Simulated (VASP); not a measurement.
A run of VASP 6.6.1 is set up as follows.

INCAR

```
SYSTEM = WSe2
ALGO = Normal
EDIFF = 1E-6
EDIFFG = -0.01
ENCUT = 600
GGA = CA
IBRION = 2
ISIF = 3
ISMEAR = -1
KPAR = 4
LASPH = .True.
LCHARG = .False.
LREAL = .False.
LWAVE = .False.
NELM = 80
NSW = 40
PREC = Accurate
PSTRESS = 300
SIGMA = 0.05
```

Contents of KPOINTS:

```
k-points
0
Gamma
  12 12 3
  0 0 0
```

File POSCAR:

```
WSe2
1.0
    3.3199329218      0.0000000000      0.0000000000
   -1.6599664609      2.8751462491      0.0000000000
    0.0000000000      0.0000000000     13.7371873000
Se W
4 2
Direct
    0.3333333300      0.6666666700      0.8710007900
    0.6666666700      0.3333333300      0.3710007900
    0.3333333300      0.6666666700      0.6289992100
    0.6666666700      0.3333333300      0.1289992100
    0.6666666700      0.3333333300      0.7500000000
    0.3333333300      0.6666666700      0.2500000000
```

Potentials or basis: VASP PAW LDA potentials, release 64 (Se, W_sv).

Command:

```console
$ cat potpaw_LDA.64/Se/POTCAR potpaw_LDA.64/W_sv/POTCAR > POTCAR
$ mpirun -np 4 vasp_std > vasp.out
```

(1) What does it give for the space group after relaxing (to 0.05 Å)?

(2) Predict the relaxed cell.

(3) What does it give for the relaxed volume?

(4) Estimate the band gap on the k mesh.

Results:

(1) P6_3/mmc (No. 194).

(2) a = 3.056 Å, b = 3.056 Å, c = 11.469 Å, α = 90.00°, β = 90.00°, γ = 120.00°.

(3) 15.46 Å³/atom.

(4) none (metal or under the smearing width).

Caveat: the cell is relaxed towards a set pressure, so the enthalpy falls and the energy may rise; the volume moved by over 15 % at a fixed basis, so the end points are rough.
